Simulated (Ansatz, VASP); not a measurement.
# Two plane-wave programs on CSe2

INCAR

```
SYSTEM = CSe2
  PREC = Accurate
  ENCUT = 520
  EDIFF = 1E-7
  ISMEAR = -1
  SIGMA = 0.05
  LREAL = .FALSE.
  LASPH = .TRUE.
  NELM = 100
  ALGO = Normal
  ISIF = 2
  LWAVE = .FALSE.
  LCHARG = .FALSE.
  GGA = PE
  NBANDS = 25
```

The input KPOINTS:

```
regular mesh
0
G
  6 6 3
  0 0 0
```

File POSCAR:

```
CSe2
1.0
    3.5697670000     -2.9947800000      0.0000000000
    3.5697670000      2.9947800000      0.0000000000
    0.0000000000      0.0000000000      9.4626520000
Se C
4 2
Direct
    0.2168650000      0.7852020000      0.8852330000
    0.7928090000      0.2097190000      0.1174770000
    0.2985130000      0.7213870000      0.3765090000
    0.7152940000      0.2823980000      0.6191460000
    0.0018200000     -0.0153670000     -0.0006670000
    0.4967520000      0.5048400000      0.4934080000
```

Contents of input.yaml:

```yaml
crystal:
  lattice:
    - [3.569767, -2.99478, 0.0]
    - [3.569767, 2.99478, 0.0]
    - [0.0, 0.0, 9.462652]
  atoms:
    - { symbol: Se, position: [0.216865, 0.785202, 0.885233] }
    - { symbol: Se, position: [0.792809, 0.209719, 0.117477] }
    - { symbol: Se, position: [0.298513, 0.721387, 0.376509] }
    - { symbol: Se, position: [0.715294, 0.282398, 0.619146] }
    - { symbol: C, position: [0.00182, -0.015367, -0.000667] }
    - { symbol: C, position: [0.496752, 0.50484, 0.493408] }
hamiltonian:
  xc: pbe
  pseudopotentials: { kind: paw }
kpoints:
  mp_grid: { grid: [6, 6, 3] }
scf:
  occupations: { method: fermi_dirac, width: 0.05 }
output:
  forces: true
  stress: true
  eigenvalues: true
  write_density: true
  write_potential: true
  elf: true
  volumetric_format: npy
```

Change from the starting cell: atoms moved at random, drawn with an rms of 0.05 Å.

Alike in both runs: task single point; functional PBE; k mesh 6 × 6 × 3; occupations fermi-dirac, width 0.05 eV; no spin polarisation.

|  | VASP | Ansatz |
| --- | --- | --- |
| version | VASP 6.6.1 | Ansatz 0.2.0 |
| potentials or method | VASP PAW PBE potentials, release 64 (Se, C) | Ansatz PAW |
| plane-wave cutoff (eV) | 520 | 420 |
| valence electrons in the cell | 32 | 72 |

VASP gave:

```
gap on the k mesh at the Fermi level (eV)       : 2.37
least direct gap on the mesh (eV)               : 2.50
pressure (GPa)                                  : 1.1
largest component of the traceless stress (GPa) : 2.03
rms of the force components (eV/Å)              : 1.325
```

**Question.** Which values does Ansatz return?

**Answer.** gap on the k mesh at the Fermi level (eV): 2.36; least direct gap on the mesh (eV): 2.50; pressure (GPa): 0.9; largest component of the traceless stress (GPa): 2.01; rms of the force components (eV/Å): 1.290.

Atom by atom the forces differ by 0.065 eV/Å (rms over components). The two sets of potentials don't hold the same shells in valence.

Caveats: an odd mesh through Γ misses points on the zone boundary, where band edges often lie (VASP); odd divisions of the mesh miss points on the zone boundary, where band edges often lie, so the gap on the mesh can be too wide (Ansatz).
